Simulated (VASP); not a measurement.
Energy against volume of Cu2O (cuprite). Method: optB88-vdW, VASP's PBE PAW potentials (set 64) (plane waves; VASP 6.6.1). Settings: 520 eV cut-off, 5×5×5 Γ-centred mesh, Gaussian smearing of 0.050 eV, potentials Cu O.

| V (Å³/atom) | E (eV/atom) |
|---|---|
| 12.415 | -2.06689 |
| 12.811 | -2.08221 |
| 13.207 | -2.08727 |
| 13.604 | -2.08368 |

**Question.** Fit these four points and predict the energy of the run at 14.000 Å³/atom.

**Answer.** A cubic in V^(−2/3), the third-order Birch-Murnaghan form, passes through the four points with V0 = 13.23 Å³/atom and B0 = 115 GPa, and gives -2.0728 eV/atom there. The run gave -2.0729 eV/atom, -0.0 meV/atom from the fit; all five points give B0 = 115 GPa.

The compound is Cu2O in the cuprite structure. It was relaxed first.
